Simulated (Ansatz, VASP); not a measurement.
# K4Sn23 (K4Sn23 (Pm-3n)) in two plane-wave programs, part 2 of 2

Wanted: the spread between two codes on one cell, functional and k mesh. The structure shown is the start of the Ansatz relaxation below; VASP solves that cell, so the two are compared at the walk's first step.

VASP 6.6.1 and Ansatz 0.2.0.

So far: Starting point; Ansatz: relaxation, PBEsol.

## (3) VASP: single point, PBEsol, start cell

Level of this step: PBEsol; plane waves and PAW (K_sv, Sn_d) (VASP).

The same cell, functional, mesh and smearing now go to VASP, with its own data sets.

Lines of VASP's logs that name or quote its potential files are left out, and so is its time.

The input, INCAR:

```
SYSTEM = K4Sn23
PREC = Accurate
ENCUT = 400
EDIFF = 1E-06
NELM = 120
ISMEAR = -1
SIGMA = 0.05
LREAL = Auto
ALGO = Normal
GGA = PS
NBANDS = 416
LORBIT = 11
LWAVE = .FALSE.
LCHARG = .FALSE.
ISIF = 2
LASPH = .TRUE.
GGA_COMPAT = .FALSE.
KPAR = 4
```

The input, POSCAR:

```
K4Sn23
1.0
   12.4873030000      0.0000000000      0.0000000000
    0.0000000000     12.4873030000      0.0000000000
    0.0000000000      0.0000000000     12.4873030000
K Sn
8 46
Direct
    1.0000000000      0.2500000400      0.5000000000
    1.0000000000      0.7500000400      0.5000000000
    0.5000000000      0.0000000400      0.7500000000
    0.5000000000      0.0000000400      0.2500000000
    0.7500000000      0.5000000400      1.0000000000
    0.2500000000      0.5000000400      1.0000000000
    0.5000000000      0.5000000400      0.5000000000
    1.0000000000      0.0000000400      1.0000000000
    0.6839374363      0.6839374763      0.3160625637
    0.3160625637      0.6839374763      0.6839374363
    0.8160625637      0.8160626037      0.1839374363
    0.1839374363      0.8160626037      0.8160625637
    0.8160625637      0.1839374763      0.8160625637
    0.3160625637      0.3160626037      0.3160625637
    0.8160625637      0.8160626037      0.8160625637
    0.3160625637      0.6839374763      0.3160625637
    0.3160625637      0.3160626037      0.6839374363
    0.6839374363      0.3160626037      0.3160625637
    0.1839374363      0.1839374763      0.8160625637
    0.8160625637      0.1839374763      0.1839374363
    0.1839374363      0.8160626037      0.1839374363
    0.6839374363      0.6839374763      0.6839374363
    1.0000000000      0.3079211740      0.1175352476
    0.5000000000      0.3824647924      0.8079211340
    0.5000000000      0.6175352876      0.1920788660
    0.6175352476      0.8079211740      0.5000000000
    0.3824647524      0.8079211740      0.5000000000
    0.1920788660      0.5000000400      0.6175352476
    0.8079211340      0.5000000400      0.6175352476
    0.1175352476      0.0000000400      0.3079211340
    0.3079211340      0.1175352876      1.0000000000
    0.6920788660      0.8824647924      1.0000000000
    0.1175352476      0.0000000400      0.6920788660
    0.6920788660      0.1175352876      1.0000000000
    0.8824647524      0.0000000400      0.3079211340
    0.8824647524      0.0000000400      0.6920788660
    0.3079211340      0.8824647924      1.0000000000
    1.0000000000      0.6920789060      0.8824647524
    1.0000000000      0.3079211740      0.8824647524
    1.0000000000      0.6920789060      0.1175352476
    0.8079211340      0.5000000400      0.3824647524
    0.1920788660      0.5000000400      0.3824647524
    0.6175352476      0.1920789060      0.5000000000
    0.3824647524      0.1920789060      0.5000000000
    0.5000000000      0.6175352876      0.8079211340
    0.5000000000      0.3824647924      0.1920788660
    0.6839374363      0.3160626037      0.6839374363
    0.1839374363      0.1839374763      0.1839374363
    0.5000000000      0.2500000400      1.0000000000
    0.5000000000      0.7500000400      1.0000000000
    1.0000000000      0.5000000400      0.7500000000
    1.0000000000      0.5000000400      0.2500000000
    0.7500000000      0.0000000400      0.5000000000
    0.2500000000      0.0000000400      0.5000000000
```

The input, KPOINTS:

```
Automatic mesh
0
Gamma
3 3 3
0 0 0
```

PAW data sets: K_sv and Sn_d (PBE family, release 64).

Command:

```
> mpirun -np 8 vasp_std
```

Numbers of over 12 decimals in the logs are rounded to 6 here.

The log of the run:

```text
[banner, memory and clock lines left out]
running    8 mpi-ranks, on    1 nodes
[...]
|                                                                             |
|           W    W    AA    RRRRR   N    N  II  N    N   GGGG   !!!           |
|           W    W   A  A   R    R  NN   N  II  NN   N  G    G  !!!           |
|           W    W  A    A  R    R  N N  N  II  N N  N  G       !!!           |
|           W WW W  AAAAAA  RRRRR   N  N N  II  N  N N  G  GGG   !            |
|           WW  WW  A    A  R   R   N   NN  II  N   NN  G    G                |
|           W    W  A    A  R    R  N    N  II  N    N   GGGG   !!!           |
|                                                                             |
|     For optimal performance we recommend to set                             |
|       NCORE = 2 up to number-of-cores-per-socket                            |
|     NCORE specifies how many cores store one orbital (NPAR=cpu/NCORE).      |
|     This setting can greatly improve the performance of VASP for DFT.       |
[...]
|                                                                             |
|     You enforced a specific xc type in the INCAR file but a different       |
|     [... a line on the potential file left out ...]
|     I HOPE YOU KNOW WHAT YOU ARE DOING!                                     |
|                                                                             |

 LDA part: xc-table for (Slater+PW92), standard interpolation
 POSCAR, INCAR and KPOINTS ok, starting setup
[...]
entering main loop
       N       E                     dE             d eps       ncg     rms          rms(c)
DAV:   1     0.918317925827E+04    0.91832E+04   -0.28097E+05  3392   0.203E+03
DAV:   2     0.160681265406E+04   -0.75764E+04   -0.74443E+04  3328   0.598E+02
DAV:   3    -0.404484787126E+02   -0.16473E+04   -0.15785E+04  3600   0.249E+02
DAV:   4    -0.207447260104E+03   -0.16700E+03   -0.16155E+03  3816   0.783E+01
[...]
DAV:  13    -0.211071530472E+03   -0.71695E-05   -0.50995E-05  4808   0.196E-02    0.847E-03
DAV:  14    -0.211071535185E+03   -0.47127E-05   -0.14066E-05  3648   0.144E-02    0.284E-03
DAV:  15    -0.211071535587E+03   -0.40181E-06   -0.13288E-06  2552   0.520E-03
   1 F= -.21107154E+03 E0= -.21095078E+03  d E =-.241507E+00
```

OUTCAR, selected parts (step 3):

```text
  Total       -7.4528872     -7.4528872     -7.4528872     -0.0000000      0.0000000      0.0000000
  in kB       -6.1323817     -6.1323817     -6.1323817     -0.0000000      0.0000000      0.0000000
  external PRESSURE =      -6.1323817 kB  Pullay stress =       0.0000000 kB

 POSITION                                       TOTAL-FORCE (eV/Angst)
 -----------------------------------------------------------------------------------
      0.00000      3.12183      6.24365         0.000000     -0.000000     -0.000000
      0.00000      9.36548      6.24365        -0.000000     -0.000000     -0.000000
      6.24365      0.00000      9.36548        -0.000000     -0.000000     -0.000000
      6.24365      0.00000      3.12183         0.000000     -0.000000     -0.000000
      9.36548      6.24365      0.00000         0.000000     -0.000000     -0.000000
      3.12183      6.24365      0.00000        -0.000000     -0.000000     -0.000000
      6.24365      6.24365      6.24365         0.000000     -0.000000     -0.000000
      0.00000      0.00000      0.00000         0.000000     -0.000000     -0.000000
      8.54053      8.54053      3.94677        -0.011482     -0.011482      0.011482
      3.94677      8.54053      8.54053         0.011482     -0.011482     -0.011482
     10.19042     10.19042      2.29688         0.011482      0.011482     -0.011482
      2.29688     10.19042     10.19042        -0.011482      0.011482      0.011482
     10.19042      2.29688     10.19042         0.011482     -0.011482      0.011482
      3.94677      3.94677      3.94677         0.011482      0.011482      0.011482
[...]
-----------------------------------------------------------------------------------
    total drift:                                0.000000     -0.007615      0.000000

  FREE ENERGIE OF THE ION-ELECTRON SYSTEM (eV)
  ---------------------------------------------------
  free  energy   TOTEN  =      -211.0715355869 eV

  energy  without entropy=     -210.8300283269  energy(sigma->0) =     -210.95078196

[... 2 further parts left out ...]
```

The run ends at a pressure of -0.61 GPa, with forces up to 0.020 eV/Å.

## (4) Comparison

Known differences besides the potentials themselves: the cutoff is 420 eV in Ansatz and 400 eV in VASP (PREC = Accurate, projectors in real space); Ansatz makes its cores anew for this functional, VASP keeps those of its PBE data sets. Total energies have different zeros and are not compared.

The forces differ by 0.89 meV/Å r.m.s.; no other quantity is compared for this pair.

## (5) Summary of results

```json
{
  "r.m.s. force difference (single point, PBEsol, start cell)": "0.89 meV/Å"
}
```

**Reading.** The r.m.s. force difference is 0.89 meV/Å (single point, PBEsol, start cell), within the 12 meV/Å picked in this series as the mark of a large difference. How closely two codes agree says nothing of how well the functional describes the real material.

[Lines on the potential files, build, host, timing and source positions are cut from VASP's logs without a mark.]

[Logs are printed without paths, hosts, clocks, repeated set-up lines and the standing remarks that a program may print on its own settings, such as how far it seeks lower states.]

[Hosts, paths, dates, database ids (printed as entryN), source tags and the programs' standing remarks are cut or masked in the printed files.]
